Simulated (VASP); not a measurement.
# Cs4Sb2F9 (a cell with a defect) in VASP: a series of runs

The runs below take Cs4Sb2F9 (a cell with a defect) through single point, with PBEsol.

Program: VASP 6.6.1. These are calculated values, not measurements. Logs are shortened: lines on timing, memory, paths and dates and some standing lists are left out, and cuts for length are marked.

### 1 The crystal as given

The cell holds a defect, 15 atoms: a = 7.915 Å, b = 7.915 Å, c = 7.232 Å, α = 90.00°, β = 90.00°, γ = 129.91°.

### 2 Single point, PBEsol

INCAR

```
SYSTEM = Cs4Sb2F9
PREC = Accurate
ENCUT = 520
EDIFF = 1E-6
ISMEAR = -1
SIGMA = 0.05
LREAL = Auto
LASPH = .TRUE.
NELM = 100
ALGO = Fast
ISIF = 2
LWAVE = .FALSE.
LCHARG = .FALSE.
GGA = PS
NBANDS = 68
```

KPOINTS

```
Automatic mesh
0
G
  2 2 2
  0 0 0
```

POSCAR

```
Cs4Sb2F9
1.0
    3.3509760000     -7.1709780000      0.0000000000
    3.3509760000      7.1709780000      0.0000000000
    0.0000000000      0.0000000000      7.2316820000
Cs Sb F
4 2 9
Direct
    0.2373525276      0.7613117421      0.2652080111
    0.7846460646      0.1975155504      0.7966334803
    0.6926827650      0.5569830041      0.3520066286
    0.4899760618      0.6206555870      0.7224598648
    1.0120613591      0.1314562310      0.2529425381
    0.1350165203      0.8502188260      0.7946837264
    0.1315680087      0.4053800327      0.0456878497
    0.9383674474      0.7731040761      1.0035839518
    0.9802342507      0.5518268563      0.6167030022
    0.6768508463      0.8681915533      0.3343897035
    0.1439538447      0.3286845746      0.4694620145
    0.0470482140     -0.1140734628      0.4301765481
    0.1645952484      0.1625034835      0.9058058692
    0.8412116251      0.2423532825      0.3211286116
    0.4177220671      0.9605629460      0.6427688607
```

Potentials or basis: VASP PAW PBE potentials, release 64 (Cs_sv, Sb, F).

Started as:

```console
cat potpaw_PBE.64/Cs_sv/POTCAR potpaw_PBE.64/Sb/POTCAR potpaw_PBE.64/F/POTCAR > POTCAR
mpirun -np 1 vasp_std > vasp.out
```

OUTCAR:

```text
SYSTEM = Cs4Sb2F9
   PREC = Accurate
   ENCUT = 520
   EDIFF = 1E-6
   ISMEAR = -1
   LREAL = Auto
   LASPH = .TRUE.
   NELM = 100
   ISIF = 2
   GGA = PS

 ion  position               nearest neighbor table
   1  0.237  0.761  0.265-
   2  0.785  0.198  0.797-  15 2.49   9 2.53
   3  0.693  0.557  0.352-  12 2.37
   4  0.490  0.621  0.722-
   5  0.012  0.131  0.253-  11 1.97  14 2.09  10 2.15   7 2.28  12 2.49  13 2.73
   6  0.135  0.850  0.795-   8 1.96  15 2.11   9 2.24  13 2.46  12 2.79
   7  0.132  0.405  0.046-   5 2.28
   8  0.938  0.773  0.004-   6 1.96
   9  0.980  0.552  0.617-   6 2.24   2 2.53
  10  0.677  0.868  0.334-   5 2.15
  11  0.144  0.329  0.469-   5 1.97
  12  0.047  0.886  0.430-   3 2.37   5 2.49   6 2.79
  13  0.165  0.163  0.906-   6 2.46   5 2.73
  14  0.841  0.242  0.321-   5 2.09
  15  0.418  0.961  0.643-   6 2.11   2 2.49

  LATTYP: Found a base centered orthorhombic cell.
 ALAT       =     6.7019520000
 B/A-ratio  =     2.1399669828
 C/A-ratio  =     1.0790411510

  Lattice vectors:

 A1 = (   3.3509760000,  -7.1709780000,   0.0000000000)
 A2 = (   3.3509760000,   7.1709780000,   0.0000000000)
 A3 = (   0.0000000000,   0.0000000000,   7.2316820000)

Analysis of symmetry for initial positions (statically):
=====================================================================
 Subroutine PRICEL returns:
 Original cell was already a primitive cell.

 Routine SETGRP: Setting up the symmetry group for a
 base centered orthorhombic supercell.

 Subroutine GETGRP returns: Found  1 space group operations
 (whereof  1 operations were pure point group operations)
 out of a pool of  8 trial point group operations.

The static configuration has the point symmetry C_1 .

Analysis of symmetry for dynamics (positions and initial velocities):
=====================================================================
 Subroutine PRICEL returns:
 Original cell was already a primitive cell.

 Routine SETGRP: Setting up the symmetry group for a
 base centered orthorhombic supercell.

 Subroutine GETGRP returns: Found  1 space group operations
 (whereof  1 operations were pure point group operations)
 out of a pool of  8 trial point group operations.

The dynamic configuration has the point symmetry C_1 .

 Subroutine INISYM returns: Found  1 space group operations
 (whereof  1 operations are pure point group operations),
 and found     1 'primitive' translations

----------------------------------------------------------------------------------------

                                     Primitive cell

  volume of cell :     347.5514

  direct lattice vectors                    reciprocal lattice vectors
     3.350976000 -7.170978000  0.000000000     0.149210260 -0.069725496  0.000000000
     3.350976000  7.170978000  0.000000000     0.149210260  0.069725496  0.000000000
     0.000000000  0.000000000  7.231682000     0.000000000  0.000000000  0.138280417

  length of vectors
     7.915299466  7.915299466  7.231682000     0.164697743  0.164697743  0.138280417

  position of ions in fractional coordinates (direct lattice)
     0.237352528  0.761311742  0.265208011
     0.784646065  0.197515550  0.796633480
     0.692682765  0.556983004  0.352006629
     0.489976062  0.620655587  0.722459865
     0.012061359  0.131456231  0.252942538
     0.135016520  0.850218826  0.794683726
     0.131568009  0.405380033  0.045687850
     0.938367447  0.773104076  0.003583952
     0.980234251  0.551826856  0.616703002
     0.676850846  0.868191553  0.334389704
     0.143953845  0.328684575  0.469462015
     0.047048214  0.885926537  0.430176548
     0.164595248  0.162503483  0.905805869
     0.841211625  0.242353282  0.321128612
     0.417722067  0.960562946  0.642768861

  ion indices of the primitive-cell ions
   primitive index   ion index
                 1           1
                 2           2
                 3           3
                 4           4
                 5           5
                 6           6
                 7           7
                 8           8
                 9           9
                10          10
                11          11
                12          12
                13          13
                14          14
                15          15

----------------------------------------------------------------------------------------

 KPOINTS: Automatic mesh

Automatic generation of k-mesh.
 Grid dimensions read from file:
 generate k-points for:    2    2    2

 Generating k-lattice:

  Cartesian coordinates                     Fractional coordinates (reciprocal lattice)
     0.074605130 -0.034862748  0.000000000     0.500000000 -0.000000000  0.000000000
     0.074605130  0.034862748  0.000000000    -0.000000000  0.500000000  0.000000000
     0.000000000  0.000000000  0.069140208     0.000000000  0.000000000  0.500000000

  Length of vectors
     0.082348871  0.082348871  0.069140208

  Shift w.r.t. Gamma in fractional coordinates (k-lattice)
     0.000000000  0.000000000  0.000000000

 Subroutine IBZKPT returns following result:
 ===========================================

 Found      8 irreducible k-points:

 Following reciprocal coordinates:
            Coordinates               Weight
  0.000000  0.000000  0.000000      1.000000
  0.500000  0.000000  0.000000      1.000000
  0.000000  0.500000  0.000000      1.000000
  0.500000  0.500000  0.000000      1.000000
  0.000000  0.000000  0.500000      1.000000
  0.500000  0.000000  0.500000      1.000000
  0.000000  0.500000  0.500000      1.000000
  0.500000  0.500000  0.500000      1.000000
   k-points           NKPTS =      8   k-points in BZ     NKDIM =      8   number of bands    NBANDS=     68
   number of dos      NEDOS =    301   number of ions     NIONS =     15
   total plane-waves  NPLWV = 194400
   dimension x,y,z NGX =    60 NGY =   60 NGZ =   54
   dimension x,y,z NGXF=   120 NGYF=  120 NGZF=  108
   ions per type =               4   2   9
   NGX,Y,Z   is equivalent  to a cutoff of  12.60, 12.60, 12.41 a.u.
   NGXF,Y,Z  is equivalent  to a cutoff of  25.20, 25.20, 24.83 a.u.
 SYSTEM =  Cs4Sb2F9
   PREC   = accura    normal or accurate (medium, high low for compatibility)
   ISTART =      0    job   : 0-new  1-cont  2-samecut
   ICHARG =      2    charge: 1-file 2-atom 10-const
   ISPIN  =      1    spin polarized calculation?
   LNONCOLLINEAR =      F non collinear calculations
   LSORBIT =      F    spin-orbit coupling
   LASPH  =      T    aspherical Exc in radial PAW
   ENCUT  =  520.0 eV  38.22 Ry    6.18 a.u.  14.72 14.72 13.45*2*pi/ulx,y,z
   NELM   =    100;   NELMIN=  2; NELMDL= -5     # of ELM steps
   EDIFF  = 0.1E-05   stopping-criterion for ELM
   LREAL  =      T    real-space projection
   EDIFFG = 0.1E-04   stopping-criterion for IOM
   NSW    =      0    number of steps for IOM
   IBRION =     -1    ionic relax: 0-MD 1-quasi-New 2-CG
   NFREE  =      0    steps in history (QN), initial steepest desc. (CG)
   ISIF   =      2    stress and relaxation
   ISYM   =      2    0-nonsym 1-usesym 2-fastsym
   POTIM  = 0.5000    time-step for ionic-motion
   TEBEG  =    0.0;   TEEND  =   0.0 temperature during run
   PSTRESS=    0.0 pullay stress
   NELECT =     109.0000    total number of electrons
   NUPDOWN=      -1.0000    fix difference up-down
   EMIN   =  10.00;   EMAX   =-10.00  energy-range for DOS
   EFERMI =   0.00;   METHOD = LEGACY
   ISMEAR =    -1;   SIGMA  =   0.05  broadening in eV -4-tet -1-fermi 0-gaus
   EFERMI_NEDOS =   21; number of points for ismear=-14 and -15
   IALGO  =     68    algorithm
   IMIX   =      4    mixing-type and parameters
     AMIX     =   0.40;   BMIX     =  1.00
     AMIX_MAG =   1.60;   BMIX_MAG =  1.00
  volume/ion in A,a.u.               =      23.17       156.36
  Fermi-wavevector in a.u.,A,eV,Ry     =   1.112271  2.101888 16.832407  1.237147
  Thomas-Fermi vector in A             =   2.248843
   LORBIT       =      0    0 simple, 1 ext, 2 COOP (PROOUT), +10 PAW based schemes
   GGA     = PS    functional components
   LHFCALC =     F    Hartree Fock is set to
   AEXX    =    0.0000 exact exchange contribution
   IVDW    =     0    specifies the selected vdW correction
   LEPSILON=     F    determine dielectric tensor
   LRPA    =     F    only Hartree local field effects (RPA)
 non-spin polarized calculation
 RMM-DIIS sequential band-by-band and
  energy-cutoff  :      520.00
  volume of cell :      347.55
 maximum number of plane-waves:      9386
 NGX is ok and might be reduce to    60
   NGX = 29   NGY = 29   NGZ = 27

 number of electron     109.0000015 magnetization

 Free energy of the ion-electron system (eV)
  ---------------------------------------------------
  ext. energy  EPLUGINS =         0.00000000
  ---------------------------------------------------
  free energy    TOTEN  =       -62.84007511 eV

  energy without entropy =      -62.77754695  energy(sigma->0) =      -62.80881103

 E-fermi :   2.7222     XC(G=0):  -8.4698

 val. band max:        2.7145590661   @ k =   0.0000   0.5000   0.0000
 cond. band min:       2.7377491690   @ k =   0.5000   0.0000   0.5000
 fundamental gap:      0.0231901029
 Fermi energy:         2.7222109098

 k-point     1 :       0.0000    0.0000    0.0000
  band No.  band energies     occupation
      1     -22.2223      2.00000
      2     -21.9169      2.00000
      3     -21.5259      2.00000
      4     -21.3572      2.00000
      5     -21.0155      2.00000
      6     -20.8316      2.00000
[... 541 lines left out ...]
     65       7.0484      0.00000
     66       7.3817      0.00000
 [bands above 66 left out]

------------------------ aborting loop because EDIFF is reached ----------------------------------------

  FORCE on cell =-STRESS in cart. coord.  units (eV):
  Direction    XX          YY          ZZ          XY          YZ          ZX
  --------------------------------------------------------------------------------------
  -------------------------------------------------------------------------------------
  Total       12.5632417      5.3071621      6.3980703     -0.6538542      1.6312858      0.9072322
  in kB       57.9152950     24.4654898     29.4944680     -3.0142031      7.5200655      4.1822505
  external PRESSURE =      37.2917509 kB  Pullay stress =       0.0000000 kB

 VOLUME and BASIS-vectors are now :
 -----------------------------------------------------------------------------
  energy-cutoff  :      520.00
  volume of cell :      347.55
      direct lattice vectors                 reciprocal lattice vectors
     3.350976000 -7.170978000  0.000000000     0.149210260 -0.069725496  0.000000000
     3.350976000  7.170978000  0.000000000     0.149210260  0.069725496  0.000000000
     0.000000000  0.000000000  7.231682000     0.000000000  0.000000000  0.138280417

 POSITION                                       TOTAL-FORCE (eV/Angst)
 -----------------------------------------------------------------------------------
      3.34650      3.75730      1.91790         0.379099     -1.133650     -0.030224
      3.29120     -4.21030      5.76100         0.723037     -0.848888      0.604518
      4.18760     -0.97310      2.54560        -2.523708     -1.362766     -0.943255
      3.72170      0.93710      5.22460        -0.657356      0.402012      0.883635
      0.48092      0.85618      1.82920        -0.038945      2.336717     -0.444648
      3.30150      5.12870      5.74690         0.867369      0.423441     -1.556249
      1.79930      1.96350      0.33040         0.174012      0.105118      1.084595
      5.73510     -1.18510      0.02592        -2.180636      0.700389      1.871444
      5.13390     -3.07210      4.45980         0.680002      0.653926      0.501249
      5.17740      1.37210      2.41820         0.132000     -0.181825     -0.114943
      1.58380      1.32470      3.39500         0.940303     -1.085825      0.624168
      3.12638      6.01558      3.11090         1.851154      1.294069      0.374641
      1.09610     -0.01500      6.55050         0.041692     -1.378988     -0.807723
      3.63100     -4.29440      2.32230        -0.050659      0.039033     -1.082017
      4.61860      3.89270      4.64830        -0.337362      0.037235     -0.965190
 -----------------------------------------------------------------------------------
    total drift:                                0.005028      0.002341     -0.009889

  FREE ENERGIE OF THE ION-ELECTRON SYSTEM (eV)
  ---------------------------------------------------
  free  energy   TOTEN  =       -62.8400751070 eV

  energy  without entropy=      -62.7775469491  energy(sigma->0) =      -62.80881103
```

It took 4 min on 1 thread of Intel Xeon Platinum 8375C at 2.90GHz (Ice Lake), shared host; peak memory 0.5 GiB.

Results:

* Free energy: -62.8401 eV
* Pressure: 3.7 GPa
* Largest force: 3.019 eV/Å
* Band gap on the k mesh: none (metal or under the smearing width)

Forces on the atoms (eV/Å):
```
Cs   0.379 -1.134 -0.030
Cs   0.723 -0.849  0.605
Cs  -2.524 -1.363 -0.943
Cs  -0.657  0.402  0.884
Sb  -0.039  2.337 -0.445
Sb   0.867  0.423 -1.556
F    0.174  0.105  1.085
F   -2.181  0.700  1.871
F    0.680  0.654  0.501
F    0.132 -0.182 -0.115
F    0.940 -1.086  0.624
F    1.851  1.294  0.375
F    0.042 -1.379 -0.808
F   -0.051  0.039 -1.082
F   -0.337  0.037 -0.965
```

Levels at points of the mesh, in eV from the Fermi level:
| k point | band 52 | band 53 | band 54 | band 55 | band 56 | band 57 | band 58 | band 59 |
| --- | --- | --- | --- | --- | --- | --- | --- | --- |
| (0.00, 0.00, 0.00) | -3.57 | -3.11 | -2.46 | 0.02 | 1.12 | 1.43 | 2.27 | 2.64 |
| (0.50, 0.00, 0.00) | -3.50 | -3.01 | -2.49 | -0.06 | 0.95 | 1.36 | 2.48 | 2.75 |
| (0.00, 0.50, 0.00) | -3.56 | -2.97 | -2.53 | -0.01 | 0.95 | 1.26 | 2.42 | 2.89 |
| (0.50, 0.50, 0.00) | -3.55 | -3.00 | -2.53 | -0.02 | 1.12 | 1.35 | 2.32 | 2.58 |
| (0.00, 0.00, 0.50) | -3.50 | -3.00 | -2.52 | 0.10 | 1.10 | 1.36 | 2.33 | 2.58 |
| (0.50, 0.00, 0.50) | -3.47 | -3.00 | -2.51 | 0.02 | 1.12 | 1.27 | 2.47 | 2.83 |
| (0.00, 0.50, 0.50) | -3.51 | -2.97 | -2.51 | -0.01 | 1.03 | 1.26 | 2.54 | 2.79 |
| (0.50, 0.50, 0.50) | -3.48 | -2.96 | -2.52 | -0.02 | 1.13 | 1.30 | 2.32 | 2.65 |

Caveat: the k mesh is coarse (spacing up to 0.52 Å⁻¹), so the values aren't converged; the PAW data sets were made with another functional, which shifts forces and pressure a little; an odd number of electrons without spin polarisation forces a metal; a magnetic or distorted state may lie lower.

### 3 Single point, PBEsol

INCAR is that of step 2.

KPOINTS is that of step 2.

POSCAR

```
Cs4Sb2F9
1.0
    3.3509760000     -7.1709780000      0.0000000000
    3.3509760000      7.1709780000      0.0000000000
    0.0000000000      0.0000000000      7.2316820000
Cs Sb F
4 2 9
Direct
    0.2557967238      0.8346020137      0.2451158665
    0.8323684542      0.1641471878      0.8113050325
    0.6266190945      0.4265069201      0.3713797150
    0.4815960561      0.6260812295      0.8174861671
    1.0056954991      0.1819584859      0.2450743824
    0.1595498019      0.8686580993      0.7314480919
    0.1182024603      0.4558690938      0.0656831979
    0.8977911405      0.6293758699      0.9117242711
    1.0749854773      0.5481535724      0.7158777170
    0.6528656816      0.9299269137      0.0933945934
    0.2508339342      0.4609586898      0.3904900686
   -0.1755851494     -0.0730886698      0.4500474440
    0.1402652762      0.1451739511      0.8641004956
    0.8494951380      0.2722377541      0.3756249238
    0.4740849112      0.9635857854      0.5960024238
```

Potentials or basis: VASP PAW PBE potentials, release 64 (Cs_sv, Sb, F).

Started as:

```console
cat potpaw_PBE.64/Cs_sv/POTCAR potpaw_PBE.64/Sb/POTCAR potpaw_PBE.64/F/POTCAR > POTCAR
mpirun -np 1 vasp_std > vasp.out
```

It took 3.6 min on 1 thread of Intel Xeon Platinum 8375C at 2.90GHz (Ice Lake), shared host; peak memory 0.5 GiB.

It converged, with:

- Free energy: -64.0230 eV
- Pressure: 0.7 GPa
- Largest force: 2.974 eV/Å
- Band gap on the k mesh: none (metal or under the smearing width)

Forces in eV/Å, atoms in the order of the input:
```
Cs  -0.194 -0.540 -0.203
Cs  -0.120  0.690 -1.680
Cs   0.321  0.385  0.105
Cs  -0.800 -0.386 -0.387
Sb  -0.323  1.411  0.837
Sb  -1.145 -1.252  0.938
F   -0.382 -0.334  0.830
F    0.627  1.100  0.021
F    2.458  1.282 -1.076
F    0.271 -0.198  1.650
F   -0.268 -0.986  0.132
F    0.516 -0.334 -0.275
F    0.066 -1.606 -0.102
F   -0.147 -0.477 -0.898
F   -0.879  1.245  0.110
```

Stress tensor (GPa, compression positive):
```
 0.85 -0.69  0.61
-0.69 -0.79 -0.58
 0.61 -0.58  2.03
```

Levels at points of the mesh, in eV from the Fermi level:
| k point | band 52 | band 53 | band 54 | band 55 | band 56 | band 57 |
| --- | --- | --- | --- | --- | --- | --- |
| (0.00, 0.00, 0.00) | -2.65 | -2.51 | -2.04 | 0.07 | 2.10 | 2.55 |
| (0.50, 0.00, 0.00) | -2.48 | -2.24 | -2.01 | 0.12 | 1.83 | 2.48 |
| (0.00, 0.50, 0.00) | -2.67 | -2.32 | -2.01 | 0.10 | 1.92 | 2.40 |
| (0.50, 0.50, 0.00) | -2.65 | -2.26 | -2.08 | 0.11 | 1.95 | 2.55 |
| (0.00, 0.00, 0.50) | -2.71 | -2.36 | -2.09 | -0.13 | 2.06 | 2.42 |
| (0.50, 0.00, 0.50) | -2.48 | -2.24 | -1.99 | -0.07 | 1.98 | 2.49 |
| (0.00, 0.50, 0.50) | -2.66 | -2.34 | -2.04 | -0.08 | 1.92 | 2.56 |
| (0.50, 0.50, 0.50) | -2.65 | -2.26 | -2.01 | -0.12 | 1.97 | 2.48 |

Caveat: the k mesh is coarse (spacing up to 0.52 Å⁻¹), so the values aren't converged; the PAW data sets were made with another functional, which shifts forces and pressure a little; an odd number of electrons without spin polarisation forces a metal; a magnetic or distorted state may lie lower. The run has no spin-orbit coupling, so splittings on Cs, Sb are missing.

(Continued in part 2 of 2.)
